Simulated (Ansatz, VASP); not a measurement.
## BiAu: VASP beside Ansatz

```
CELL_PARAMETERS angstrom
0.00000 3.00882 3.00882
3.00882 0.00000 3.00882
3.00882 3.00882 0.00000
ATOMIC_POSITIONS crystal
Au 0.50000 0.50000 0.50000
Bi 0.00000 0.00000 0.00000
```

Alike in both runs: task single point; functional PBE; k mesh 10 × 10 × 10; occupations gaussian, width 0.05 eV; no spin polarisation.

|  | VASP | Ansatz |
| --- | --- | --- |
| version | VASP 6.6.1 | Ansatz 0.2.0 |
| potentials or method | VASP PAW PBE potentials, release 64 (Au, Bi_d) | scalar-relativistic, plane waves, PAW |
| plane-wave cutoff (eV) | 520 | 420 |
| valence electrons in the cell | 26 | 34 |

Ansatz gave:

| Quantity | Value |
| --- | --- |
| gap on the k mesh at the Fermi level (eV) | none |
| pressure (GPa) | -2.5 |

Problem. Estimate VASP's values.

Solution. gap on the k mesh at the Fermi level (eV): none; pressure (GPa): -2.6.

A gap of «none» marks a metal or a gap that the smearing closes. The two sets of potentials don't hold the same shells in valence.

Caveats: spin-orbit coupling is left out, which moves the levels of the heavy elements.
